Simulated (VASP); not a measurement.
Consider the following.

```
CELL_PARAMETERS angstrom
      1.80000    -3.11769     0.00000
      1.80000     3.11769     0.00000
      0.00000     0.00000     5.69000
ATOMIC_POSITIONS crystal
  Tb 0.33333 0.66667 0.25000
  Tb 0.66667 0.33333 0.75000
```

Calculation: MS2 meta-GGA, VASP's PBE PAW potentials (set 64) (plane waves; VASP). Settings: 520 eV cut-off, 11×11×6 Γ-centred mesh, first-order Methfessel-Paxton smearing of 0.10 eV, potentials Tb_3.

The 4f electrons are frozen in the core of the lanthanide potential, so 4f levels, which can set the real gap, and their magnetism are missing. Energy and stress use the plane-wave basis of the starting cell.

**Question.** The ions, cell shape and volume are relaxed. Give the cell that the relaxation ends in.

**Answer.** 
```
CELL_PARAMETERS angstrom
      1.78989    -3.10019     0.00000
      1.78989     3.10019     0.00000
      0.00000     0.00000     5.56282
ATOMIC_POSITIONS crystal
  Tb 0.33333 0.66667 0.25000
  Tb 0.66667 0.33333 0.75000
```
Space group P6_3/mmc (194), at a tolerance of 0.03 Å.

**Question.** How do energy and volume change from the first to the last step?

**Answer.** The energy (σ→0) changes by -5.8 meV/atom and the volume by -3.3 %, in 5 ionic steps.

The compound is Tb in the hcp structure. This run relaxes it. Symmetry was kept, so distortions that lower it aren't found.
